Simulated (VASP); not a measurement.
## In11NiAs12 (a cell with a defect): single point with PBEsol+U

Crystal: In11NiAs12 (a cell with a defect).

```
Ni In As
1.0
     0.00000    9.08700    9.08700
     6.05800    0.00000    6.05800
     6.05800    6.05800    0.00000
Ni In As
1 11 12
Cartesian
  0.0000 0.0000 0.0000
  3.0290 3.0290 0.0000
  3.0290 0.0000 3.0290
  6.0580 3.0290 3.0290
  0.0000 3.0290 3.0290
  3.0290 6.0580 3.0290
  3.0290 3.0290 6.0580
  6.0580 6.0580 6.0580
  0.0000 6.0580 6.0580
  3.0290 9.0870 6.0580
  3.0290 6.0580 9.0870
  6.0580 9.0870 9.0870
  1.5145 1.5145 1.5145
  4.5435 4.5435 1.5145
  4.5435 1.5145 4.5435
  7.5725 4.5435 4.5435
  1.5145 4.5435 4.5435
  4.5435 7.5725 4.5435
  4.5435 4.5435 7.5725
  7.5725 7.5725 7.5725
  1.5145 7.5725 7.5725
  4.5435 10.6015 7.5725
  4.5435 7.5725 10.6015
  7.5725 10.6015 10.6015
```

* Program: VASP 6.6.1
* Task: single point
* Functional: PBEsol
* Potentials or basis: VASP PAW PBE potentials, release 64 (Ni, In_d, As)
* Cutoff: 350 eV
* k mesh: 2 × 2 × 2
* Occupations: gaussian, width 0.03 eV
* Spin: collinear spin, ferromagnetic start
* Starting moments: [3.0, 0.0, 0.0, 0.0, 0.0, 0.0, 0.0, 0.0, 0.0, 0.0, 0.0, 0.0, 0.0, 0.0, 0.0, 0.0, 0.0, 0.0, 0.0, 0.0, 0.0, 0.0, 0.0, 0.0] μB
* Hubbard terms: Ni d U = 5 eV
* Dq: 0
* Further INCAR settings: LREAL = Auto; ALGO = All; EDIFF = 1e-05; NBANDS = 128; ISYM = 0

```yaml
Pressure: -0.4 GPa
Largest_force: 1.153 eV/Å
Band_gap_on_the_k_mesh: none (metal or under the smearing width)
Net_moment: 1.73 μB per cell
Site_moments: Ni +1.18; In +0.01, +0.00; As +0.07, -0.01, +0.01, +0.00 μB
Valence_electrons_inside_the_program's_atomic_spheres: Ni 8.96; In 11.46, 11.47; As 2.75, 2.80, 2.81, 2.77
```

Forces on the atoms (eV/Å):
```
Ni  -0.015  0.017  0.017
In   0.018 -0.054  0.012
In   0.018  0.013 -0.053
In  -0.012 -0.035 -0.034
In   0.087 -0.078 -0.076
In   0.062 -0.098 -0.035
In   0.061 -0.035 -0.098
In  -0.045  0.003  0.001
In   0.182  0.105  0.106
In  -0.130 -0.186  0.130
In  -0.131  0.130 -0.186
In  -0.033  0.016  0.014
As  -0.665 -0.612 -0.613
As   0.612  0.701 -0.610
As   0.613 -0.610  0.701
As   0.020 -0.004 -0.004
As  -0.090  0.012  0.014
As   0.060  0.038 -0.046
As   0.059 -0.046  0.037
As  -0.007  0.010  0.009
As  -0.657  0.670  0.670
As  -0.014  0.030 -0.009
As  -0.013 -0.008  0.031
As   0.022  0.020  0.021
```

Stress tensor (GPa, compression positive):
```
-0.45  0.07  0.07
 0.07 -0.43 -0.03
 0.07 -0.03 -0.43
```

Levels at points of the mesh, in eV from the Fermi level:
Spin up:
```
           k point  band 106  band 107  band 108  band 109  band 110  band 111
(0.00, 0.00, 0.00)      0.01      0.33      0.36      0.37      1.10      1.18
(0.50, 0.00, 0.00)     -0.08      0.18      0.19      1.08      1.17      1.37
(0.00, 0.50, 0.00)     -0.41     -0.05     -0.03      1.32      1.59      2.35
(0.00, 0.00, 0.50)     -0.41     -0.05     -0.03      1.32      1.59      2.35
(0.50, 0.00, 0.50)     -0.51     -0.47     -0.15      2.35      2.36      2.43
(0.50, 0.50, 0.00)     -0.51     -0.47     -0.15      2.35      2.36      2.43
(0.00, 0.50, 0.50)     -0.37     -0.36     -0.02      1.79      1.94      2.37
(0.50, 0.50, 0.50)     -0.51     -0.25     -0.18      1.92      2.03      2.37
```
Spin down:
| k point | band 103 | band 104 | band 105 | band 106 | band 107 | band 108 | band 109 | band 110 |
| --- | --- | --- | --- | --- | --- | --- | --- | --- |
| (0.00, 0.00, 0.00) | -0.15 | -0.15 | 0.03 | 0.12 | 0.60 | 0.61 | 1.12 | 1.19 |
| (0.50, 0.00, 0.00) | -0.55 | -0.08 | -0.08 | 0.50 | 0.50 | 1.06 | 1.18 | 1.33 |
| (0.00, 0.50, 0.00) | -0.64 | -0.41 | -0.38 | -0.20 | 0.26 | 1.33 | 1.61 | 2.18 |
| (0.00, 0.00, 0.50) | -0.64 | -0.41 | -0.38 | -0.20 | 0.26 | 1.33 | 1.61 | 2.18 |
| (0.50, 0.00, 0.50) | -0.84 | -0.78 | -0.55 | -0.48 | 0.19 | 2.03 | 2.36 | 2.37 |
| (0.50, 0.50, 0.00) | -0.84 | -0.78 | -0.55 | -0.48 | 0.19 | 2.03 | 2.36 | 2.37 |
| (0.00, 0.50, 0.50) | -0.77 | -0.74 | -0.39 | -0.33 | 0.27 | 1.72 | 1.96 | 2.21 |
| (0.50, 0.50, 0.50) | -0.69 | -0.55 | -0.48 | -0.47 | 0.16 | 1.81 | 2.04 | 2.27 |

Eigenvalues of the final occupation matrices:
```tsv
site	spin	trace	eigenvalues
site 1 d	1	4.75	0.94 0.94 0.95 0.95 0.96
site 1 d	2	3.61	0.07 0.82 0.82 0.95 0.95
```

Wall time 19 min on 4 MPI ranks on Intel(R) Xeon(R) 6975P-C (Granite Rapids) (shared host), peak memory 0.92 GiB a rank.

Caveat: the k mesh is coarse (spacing up to 0.45 Å⁻¹), so the values aren't converged; the PAW data sets were made with another functional, which shifts forces and pressure a little; the U is typed as a test and isn't derived for this compound. The state reached can hang on the start; a lower one may exist.
